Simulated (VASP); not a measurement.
# Vibrations of Germanium: a test of the settings

How far do the zone-centre frequencies of Germanium depend on the numerical settings? The starting structure is a measured crystal structure from the Crystallography Open Database.

Calculated with VASP 6.6.1; Kohn-Sham DFT with plane waves and PAW; LDA.

**1. Set-up**

Symmetry: Fd-3m, No. 227, cubic system. The conventional cell has a = 5.658 Å, b = 5.658 Å, c = 5.658 Å, α = 90.00°, β = 90.00°, γ = 90.00°. Nearest to Ge lie 4 Ge at 2.45 Å.

Structure file:

```cif
data_structure
_symmetry_space_group_name_H-M 'P 1'
_symmetry_Int_Tables_number 1
_cell_length_a 4.0007
_cell_length_b 4.0007
_cell_length_c 4.0007
_cell_angle_alpha 60.000
_cell_angle_beta 60.000
_cell_angle_gamma 60.000
_cell_volume 45.28
loop_
_atom_site_label
_atom_site_type_symbol
_atom_site_fract_x
_atom_site_fract_y
_atom_site_fract_z
_atom_site_occupancy
Ge1 Ge 0.75000 0.75000 0.75000 1
Ge2 Ge 0.50000 0.50000 0.50000 1
```

**2. Reference modes**

The cell comes from a relaxation at this level, not shown (44.33 Å³).

INCAR

```
SYSTEM = Ge
PREC = Accurate
ENCUT = 450
EDIFF = 1E-08
NELM = 100
ISMEAR = 0
SIGMA = 0.05
LREAL = .FALSE.
ALGO = Normal
GGA = CA
NBANDS = 20
LORBIT = 11
LWAVE = .FALSE.
LCHARG = .FALSE.
KPAR = 4
IBRION = 8
ISIF = 2
```

POSCAR

```
Ge
1.0
    0.0000000000      2.8090797519      2.8090797519
    2.8090797519      0.0000000000      2.8090797519
    2.8090797519      2.8090797519      0.0000000000
Ge
2
Direct
    0.7500000000      0.7500000000      0.7500000000
    0.5000000000      0.5000000000      0.5000000000
```

KPOINTS

```
Automatic mesh
0
Gamma
10 10 10
0 0 0
```

PAW data sets: Ge_d (LDA family, release 64).

On the command line:

```console
$ mpirun -np 4 vasp_std
```

Output:

```text
[banner, memory and clock lines left out]
running    4 mpi-ranks, on    1 nodes
 distrk:  each k-point on    1 cores,    4 groups
 distr:  one band on    1 cores,    1 groups

 POSCAR found type information on POSCAR Ge
 POSCAR found :  1 types and       2 ions
 LDA part: xc-table for (Slater(with rela. corr.)+CA(PZ))
 , standard interpolation
 POSCAR, INCAR and KPOINTS ok, starting setup
 FFT: planning ... GRIDC
 FFT: planning ... GRID_SOFT
 FFT: planning ... GRID
 WAVECAR not read
 entering main loop
       N       E                     dE             d eps       ncg     rms          rms(c)
DAV:   1     0.175849742123E+03    0.17585E+03   -0.13929E+04  2016   0.349E+03
DAV:   2     0.138030404960E+02   -0.16205E+03   -0.15803E+03  1884   0.557E+02
DAV:   3    -0.983008044421E+01   -0.23633E+02   -0.23467E+02  2144   0.139E+02
DAV:   4    -0.105598225229E+02   -0.72974E+00   -0.72934E+00  2064   0.290E+01
DAV:   5    -0.105714681610E+02   -0.11646E-01   -0.11645E-01  2156   0.394E+00    0.338E+00
DAV:   6    -0.104485528037E+02    0.12292E+00   -0.39370E-02  2064   0.169E+00    0.193E+00
DAV:   7    -0.103870394231E+02    0.61513E-01   -0.79471E-02  1984   0.210E+00    0.141E-01
DAV:   8    -0.103877387220E+02   -0.69930E-03   -0.56804E-03  2072   0.851E-01    0.468E-02
DAV:   9    -0.103877779663E+02   -0.39244E-04   -0.88339E-05  2156   0.975E-02    0.133E-02
DAV:  10    -0.103877745025E+02    0.34637E-05   -0.93806E-06  2512   0.447E-02    0.424E-03
DAV:  11    -0.103877744129E+02    0.89606E-07   -0.97180E-07  2044   0.804E-03    0.178E-03
DAV:  12    -0.103877744158E+02   -0.28367E-08   -0.74355E-08  2512   0.386E-03
   1 F= -.10387774E+02 E0= -.10387736E+02  d E =-.768553E-04
 Linear response reoptimize wavefunctions to high precision
DAV:   1    -0.103877744151E+02    0.66211E-09   -0.38115E-09  1740   0.542E-04
DAV:   2    -0.103877744151E+02   -0.19099E-10   -0.18407E-10  1176   0.156E-04
 Linear response DOF=           1
 Linear response progress:
  Degree of freedom:   1/  1
       N       E                     dE             d eps       ncg     rms          rms(c)
RMM:   1    -0.188053231960E+00   -0.18805E+00    0.84947E+00  8316   0.445E+01
RMM:   2    -0.195565672521E+00   -0.75124E-02   -0.13645E-02 11110   0.111E+00    0.766E-02
RMM:   3    -0.195634261837E+00   -0.68589E-04   -0.93626E-04 11730   0.317E-01    0.440E-02
RMM:   4    -0.195591576602E+00    0.42685E-04   -0.44115E-05 12439   0.795E-02    0.463E-03
RMM:   5    -0.195599795530E+00   -0.82189E-05   -0.11674E-05 11996   0.184E-02    0.235E-03
RMM:   6    -0.195608861028E+00   -0.90655E-05   -0.39617E-07 12081   0.494E-03    0.304E-04
RMM:   7    -0.195608170314E+00    0.69071E-06   -0.62296E-07 12522   0.162E-03    0.185E-04
RMM:   8    -0.195607368877E+00    0.80144E-06    0.35627E-08 12611   0.610E-04    0.349E-05
RMM:   9    -0.195607273132E+00    0.95744E-07   -0.27288E-08 12723   0.289E-04    0.156E-05
RMM:  10    -0.195607400751E+00   -0.12762E-06   -0.61916E-08 12959   0.161E-04    0.501E-06
RMM:  11    -0.195607460654E+00   -0.59903E-07   -0.10535E-07 13162   0.113E-04    0.247E-06
RMM:  12    -0.195607369057E+00    0.91597E-07   -0.56477E-08 13130   0.910E-05    0.145E-06
RMM:  13    -0.195607419450E+00   -0.50393E-07   -0.35774E-08 12807   0.818E-05    0.234E-07
RMM:  14    -0.195607476104E+00   -0.56654E-07   -0.70690E-08 10786   0.768E-05    0.112E-07
RMM:  15    -0.195607498470E+00   -0.22367E-07   -0.52739E-08  9501   0.748E-05    0.952E-08
 first order change of Fermi-energy   0.12019E-03
 force on displaced ion       1 direction 1 : -11.234   0.000   0.000
 Linear response finished
```

The job ended after 62 s (4 MPI ranks of AMD EPYC 7R43, shared host; peak memory 1.2 GiB).

Lines that name or quote the potential files are left out of all logs, and their timing lines are given in words.

Parts of OUTCAR (step 2):

```text
ion  position               nearest neighbor table
   1  0.750  0.750  0.750-   2 2.43   2 2.43   2 2.43   2 2.43
   2  0.500  0.500  0.500-   1 2.43   1 2.43   1 2.43   1 2.43

  LATTYP: Found a face centered cubic cell.
 ALAT       =     5.6181595038

 Subroutine GETGRP returns: Found 48 space group operations
 (whereof 24 operations were pure point group operations)

The static configuration has the point symmetry T_d .
 The point group associated with its full space group is O_h .

 Found     47 irreducible k-points:

   k-points           NKPTS =     47   k-points in BZ     NKDIM =     47   number of bands    NBANDS=     20

   dimension x,y,z NGX =    28 NGY =   28 NGZ =   28
   dimension x,y,z NGXF=    56 NGYF=   56 NGZF=   56

   ENCUT  =  450.0 eV  33.07 Ry    5.75 a.u.   6.87  6.87  6.87*2*pi/ulx,y,z

   NELECT =      28.0000    total number of electrons

 k-points in reciprocal lattice and weights: Automatic mesh
   0.00000000  0.00000000  0.00000000       0.001
   0.10000000  0.00000000  0.00000000       0.008
   0.20000000  0.00000000  0.00000000       0.008
   0.30000000  0.00000000  0.00000000       0.008
   0.40000000  0.00000000  0.00000000       0.008
   0.50000000  0.00000000  0.00000000       0.004
   0.10000000  0.10000000  0.00000000       0.006
   0.20000000  0.10000000  0.00000000       0.024
   0.30000000  0.10000000  0.00000000       0.024
[...]
-0.30000000  0.40000000  0.20000000       0.024
  -0.30000000  0.50000000  0.20000000       0.012

 average (electrostatic) potential at core
       1 -75.2215       2 -75.2215

  Total       -0.0158194     -0.0158194     -0.0158194      0.0000000      0.0000000     -0.0000000
  in kB       -0.5717129     -0.5717129     -0.5717129      0.0000000      0.0000000     -0.0000000
  external PRESSURE =      -0.5717129 kB  Pullay stress =       0.0000000 kB

  energy-cutoff  :      450.00
  volume of cell :       44.33
      direct lattice vectors                 reciprocal lattice vectors
     0.000000000  2.809079752  2.809079752    -0.177994234  0.177994234  0.177994234
     2.809079752  0.000000000  2.809079752     0.177994234 -0.177994234  0.177994234
     2.809079752  2.809079752  0.000000000     0.177994234  0.177994234 -0.177994234

 POSITION                                       TOTAL-FORCE (eV/Angst)
 -----------------------------------------------------------------------------------
      4.21362      4.21362      4.21362        -0.000000     -0.000000     -0.000000
      2.80908      2.80908      2.80908         0.000000      0.000000      0.000000
 -----------------------------------------------------------------------------------
    total drift:                                0.000000      0.000000      0.000000

 Eigenvectors and eigenvalues of the dynamical matrix
 ----------------------------------------------------

   1 f  =    8.696191 THz    54.639783 2PiTHz  290.073724 cm-1    35.964542 meV
             X         Y         Z           dx          dy          dz
      4.213620  4.213620  4.213620     0.000000   -0.707107    0.000000
      2.809080  2.809080  2.809080     0.000000    0.707107    0.000000

   2 f  =    8.696191 THz    54.639783 2PiTHz  290.073724 cm-1    35.964542 meV
             X         Y         Z           dx          dy          dz
      4.213620  4.213620  4.213620    -0.707107    0.000000    0.000000
      2.809080  2.809080  2.809080     0.707107    0.000000    0.000000

   3 f  =    8.696191 THz    54.639783 2PiTHz  290.073724 cm-1    35.964542 meV
             X         Y         Z           dx          dy          dz
      4.213620  4.213620  4.213620     0.000000    0.000000   -0.707107
      2.809080  2.809080  2.809080     0.000000    0.000000    0.707107

   4 f  =    0.000000 THz     0.000000 2PiTHz    0.000000 cm-1     0.000000 meV
             X         Y         Z           dx          dy          dz
      4.213620  4.213620  4.213620     0.707107    0.000000    0.000000
      2.809080  2.809080  2.809080     0.707107    0.000000    0.000000

   5 f  =    0.000000 THz     0.000000 2PiTHz    0.000000 cm-1     0.000000 meV
             X         Y         Z           dx          dy          dz
      4.213620  4.213620  4.213620     0.000000    0.707107    0.000000
      2.809080  2.809080  2.809080     0.000000    0.707107    0.000000

   6 f  =    0.000000 THz     0.000000 2PiTHz    0.000000 cm-1     0.000000 meV
             X         Y         Z           dx          dy          dz
      4.213620  4.213620  4.213620     0.000000    0.000000    0.707107
      2.809080  2.809080  2.809080     0.000000    0.000000    0.707107

 ELASTIC MODULI CONTR FROM IONIC RELAXATION (kBar)
 Direction    XX          YY          ZZ          XY          YZ          ZX
 --------------------------------------------------------------------------------
 XX          -0.0000     -0.0000      0.0000     -0.0000      0.0000      0.0000
 YY          -0.0000     -0.0000     -0.0000     -0.0000     -0.0000      0.0000
 ZZ           0.0000     -0.0000     -0.0000      0.0000     -0.0000      0.0000
 XY          -0.0000     -0.0000      0.0000   -225.0614      0.0000      0.0000
 YZ           0.0000     -0.0000     -0.0000      0.0000   -225.0614      0.0000
 ZX           0.0000      0.0000      0.0000      0.0000      0.0000   -225.0614
 --------------------------------------------------------------------------------
```

Energies printed during the response cycles are not total energies of the cell.

Reference: the zone-centre mode is T2g 290.1 cm⁻¹.

**3. Modes with a 6×6×6 mesh**

Against step 2 the input has a 6×6×6 mesh.

INCAR is that of step 2.

POSCAR is that of step 2.

KPOINTS

```
Automatic mesh
0
Gamma
6 6 6
0 0 0
```

On the command line:

```console
$ mpirun -np 4 vasp_std
```

Output:

```text
[... set-up lines as in an earlier step ...]
 entering main loop
       N       E                     dE             d eps       ncg     rms          rms(c)
DAV:   1     0.177253746843E+03    0.17725E+03   -0.14069E+04   684   0.350E+03
DAV:   2     0.138290792195E+02   -0.16342E+03   -0.15918E+03   644   0.558E+02
DAV:   3    -0.983070071285E+01   -0.23660E+02   -0.23515E+02   748   0.139E+02
DAV:   4    -0.105221426896E+02   -0.69144E+00   -0.69119E+00   700   0.284E+01
[...]
DAV:  10    -0.103433193838E+02    0.36458E-05   -0.94805E-06   856   0.427E-02    0.429E-03
DAV:  11    -0.103433192813E+02    0.10254E-06   -0.93007E-07   708   0.814E-03    0.196E-03
DAV:  12    -0.103433192911E+02   -0.98489E-08   -0.79879E-08   844   0.407E-03
   1 F= -.10343319E+02 E0= -.10343138E+02  d E =-.362270E-03
 Linear response reoptimize wavefunctions to high precision
DAV:   1    -0.103433192906E+02    0.49113E-09   -0.37898E-09   620   0.548E-04
DAV:   2    -0.103433192907E+02   -0.59117E-10   -0.18647E-10   432   0.154E-04
 Linear response DOF=           1
 Linear response progress:
  Degree of freedom:   1/  1
       N       E                     dE             d eps       ncg     rms          rms(c)
RMM:   1    -0.187988347304E+00   -0.18799E+00    0.85900E+00  2235   0.447E+01
RMM:   2    -0.195501116937E+00   -0.75128E-02   -0.13505E-02  2983   0.111E+00    0.827E-02
RMM:   3    -0.195642874293E+00   -0.14176E-03   -0.92945E-04  3161   0.316E-01    0.472E-02
RMM:   4    -0.195684655088E+00   -0.41781E-04   -0.26347E-05  3314   0.769E-02    0.420E-03
[...]
RMM:  12    -0.195689196517E+00    0.20138E-07    0.84754E-08  3410   0.115E-04    0.838E-07
RMM:  13    -0.195689170592E+00    0.25924E-07    0.25250E-09  3072   0.109E-04    0.813E-07
RMM:  14    -0.195689192979E+00   -0.22386E-07   -0.29711E-08  2864   0.108E-04    0.850E-07
 first order change of Fermi-energy   0.16250E-03
 force on displaced ion       1 direction 1 :  -9.573  -0.000  -0.000
 Linear response finished
```

Elapsed: 34 s, on 4 MPI ranks; peak memory 0.64 GiB; 2.2 min of CPU time.

Parts of OUTCAR (step 3):

```text
  Total       -0.0249834     -0.0249834     -0.0249834     -0.0000000      0.0000000      0.0000000
  in kB       -0.9029009     -0.9029009     -0.9029009     -0.0000000      0.0000000      0.0000000
  external PRESSURE =      -0.9029009 kB  Pullay stress =       0.0000000 kB

 POSITION                                       TOTAL-FORCE (eV/Angst)
 -----------------------------------------------------------------------------------
      4.21362      4.21362      4.21362         0.000000     -0.000000     -0.000000
      2.80908      2.80908      2.80908        -0.000000      0.000000      0.000000
 -----------------------------------------------------------------------------------
    total drift:                                0.000000      0.000000      0.000000

[... 1 part as in an earlier step ...]

[... 1 further part left out ...]
```

With a 6×6×6 mesh the mode is T2g 267.8 cm⁻¹, -22.3 cm⁻¹ from the reference.

**4. Modes with a cutoff of 310 eV**

Against step 2 the input has ENCUT = 310.

Changes to INCAR since step 3:

```diff
@@ -2,3 +2,3 @@
 PREC = Accurate
-ENCUT = 450
+ENCUT = 310
 EDIFF = 1E-08
```

POSCAR is that of step 3.

KPOINTS

```
Automatic mesh
0
Gamma
10 10 10
0 0 0
```

On the command line:

```console
$ mpirun -np 4 vasp_std
```

Output:

```text
[... set-up lines as in an earlier step ...]
 entering main loop
       N       E                     dE             d eps       ncg     rms          rms(c)
DAV:   1     0.156657702760E+03    0.15666E+03   -0.11728E+04  2020   0.288E+03
DAV:   2     0.952671513562E+01   -0.14713E+03   -0.14350E+03  1892   0.471E+02
DAV:   3    -0.100655181981E+02   -0.19592E+02   -0.19490E+02  2148   0.123E+02
DAV:   4    -0.105636297909E+02   -0.49811E+00   -0.49794E+00  2068   0.232E+01
[...]
DAV:  10    -0.103881810817E+02    0.29745E-05   -0.80963E-06  2476   0.389E-02    0.403E-03
DAV:  11    -0.103881810556E+02    0.26087E-07   -0.90292E-07  2032   0.694E-03    0.172E-03
DAV:  12    -0.103881810539E+02    0.16935E-08   -0.68263E-08  2532   0.377E-03
   1 F= -.10388181E+02 E0= -.10388142E+02  d E =-.771950E-04
 Linear response reoptimize wavefunctions to high precision
DAV:   1    -0.103881810523E+02    0.15852E-08   -0.34233E-09  1716   0.567E-04
DAV:   2    -0.103881810523E+02    0.21828E-10   -0.18633E-10  1144   0.147E-04
 Linear response DOF=           1
 Linear response progress:
  Degree of freedom:   1/  1
       N       E                     dE             d eps       ncg     rms          rms(c)
RMM:   1    -0.187079044072E+00   -0.18708E+00    0.81927E+00  8003   0.422E+01
RMM:   2    -0.194813696282E+00   -0.77347E-02   -0.16846E-02 10978   0.125E+00    0.750E-02
RMM:   3    -0.194977632631E+00   -0.16394E-03   -0.14372E-03 11934   0.339E-01    0.438E-02
RMM:   4    -0.194932257378E+00    0.45375E-04   -0.65143E-05 12293   0.722E-02    0.441E-03
[...]
RMM:  12    -0.194952150943E+00   -0.92407E-07    0.57317E-08 12915   0.487E-05    0.848E-07
RMM:  13    -0.194952172850E+00   -0.21907E-07    0.43816E-08 12195   0.434E-05    0.614E-07
RMM:  14    -0.194952175958E+00   -0.31075E-08    0.29501E-08 12243   0.414E-05    0.577E-08
 first order change of Fermi-energy   0.13278E-03
 force on displaced ion       1 direction 1 : -11.139  -0.000  -0.000
 Linear response finished
```

The job ended after 68 s (4 MPI ranks; peak memory 0.82 GiB).

From OUTCAR (step 4):

```text
  Total       -0.1299131     -0.1299131     -0.1299131      0.0000000      0.0000000      0.0000000
  in kB       -4.6950618     -4.6950618     -4.6950618      0.0000000      0.0000000      0.0000000
  external PRESSURE =      -4.6950618 kB  Pullay stress =       0.0000000 kB

 POSITION                                       TOTAL-FORCE (eV/Angst)
 -----------------------------------------------------------------------------------
      4.21362      4.21362      4.21362         0.000000     -0.000000     -0.000000
      2.80908      2.80908      2.80908        -0.000000      0.000000      0.000000
 -----------------------------------------------------------------------------------
    total drift:                               -0.000000      0.000000      0.000000

[... 1 part as in an earlier step ...]

[... 1 further part left out ...]
```

With a cutoff of 310 eV the mode is T2g 288.9 cm⁻¹, -1.2 cm⁻¹ from the reference.

**5. Modes with a 14×14×14 mesh**

Against step 2 the input has a 14×14×14 mesh.

Changes to INCAR since step 4:

```diff
@@ -2,3 +2,3 @@
 PREC = Accurate
-ENCUT = 310
+ENCUT = 450
 EDIFF = 1E-08
```

POSCAR is that of step 4.

KPOINTS

```
Automatic mesh
0
Gamma
14 14 14
0 0 0
```

On the command line:

```console
$ mpirun -np 4 vasp_std
```

Output:

```text
[... set-up lines as in an earlier step ...]
 entering main loop
       N       E                     dE             d eps       ncg     rms          rms(c)
DAV:   1     0.175340726815E+03    0.17534E+03   -0.13904E+04  4472   0.350E+03
DAV:   2     0.137082979477E+02   -0.16163E+03   -0.15717E+03  4160   0.551E+02
DAV:   3    -0.984772650540E+01   -0.23556E+02   -0.23393E+02  4672   0.139E+02
DAV:   4    -0.105628403673E+02   -0.71511E+00   -0.71461E+00  4712   0.286E+01
[...]
DAV:  10    -0.103910385181E+02    0.34143E-05   -0.92359E-06  5628   0.443E-02    0.421E-03
DAV:  11    -0.103910384309E+02    0.87175E-07   -0.96241E-07  4484   0.790E-03    0.174E-03
DAV:  12    -0.103910384320E+02   -0.10523E-08   -0.73798E-08  5652   0.379E-03
   1 F= -.10391038E+02 E0= -.10391024E+02  d E =-.280060E-04
 Linear response reoptimize wavefunctions to high precision
DAV:   1    -0.103910384313E+02    0.71850E-09   -0.38174E-09  3704   0.540E-04
DAV:   2    -0.103910384313E+02   -0.30923E-10   -0.19305E-10  2672   0.160E-04
 Linear response DOF=           1
 Linear response progress:
  Degree of freedom:   1/  1
       N       E                     dE             d eps       ncg     rms          rms(c)
RMM:   1    -0.188070437616E+00   -0.18807E+00    0.84845E+00 20838   0.445E+01
RMM:   2    -0.195581153030E+00   -0.75107E-02   -0.13600E-02 27746   0.111E+00    0.759E-02
RMM:   3    -0.195639224904E+00   -0.58072E-04   -0.94955E-04 29391   0.319E-01    0.436E-02
RMM:   4    -0.195585613360E+00    0.53612E-04   -0.57129E-05 31157   0.805E-02    0.478E-03
[...]
RMM:  14    -0.195601729065E+00   -0.37373E-07    0.28548E-08 27388   0.495E-05    0.140E-07
RMM:  15    -0.195601623495E+00    0.10557E-06    0.23792E-08 24447   0.470E-05    0.124E-07
RMM:  16    -0.195601661601E+00   -0.38106E-07    0.28059E-08 23799   0.459E-05    0.804E-08
 first order change of Fermi-energy   0.28822E-04
 force on displaced ion       1 direction 1 : -11.516   0.000   0.000
 Linear response finished
```

It took 4.7 min on 4 MPI ranks; peak memory 2.3 GiB.

OUTCAR, selected parts (step 5):

```text
  Total       -0.0089354     -0.0089354     -0.0089354     -0.0000000      0.0000000      0.0000000
  in kB       -0.3229264     -0.3229264     -0.3229264     -0.0000000      0.0000000      0.0000000
  external PRESSURE =      -0.3229264 kB  Pullay stress =       0.0000000 kB

 POSITION                                       TOTAL-FORCE (eV/Angst)
 -----------------------------------------------------------------------------------
      4.21362      4.21362      4.21362         0.000000      0.000000      0.000000
      2.80908      2.80908      2.80908        -0.000000     -0.000000     -0.000000
 -----------------------------------------------------------------------------------
    total drift:                                0.000000      0.000000      0.000000

[... 1 part as in an earlier step ...]

[... 1 further part left out ...]
```

With a 14×14×14 mesh the mode is T2g 293.7 cm⁻¹, +3.6 cm⁻¹ from the reference.

(Part 1 of 2 ends here.)

[Lines on the potential files, build, host, timing and source positions are cut from VASP's logs without a mark.]

[Logs are printed without paths, hosts, clocks, repeated set-up lines and the standing remarks that a program may print on its own settings, such as how far it seeks lower states.]

[Hosts, paths, dates, database ids (printed as entryN), source tags and the programs' standing remarks are cut or masked in the printed files.]
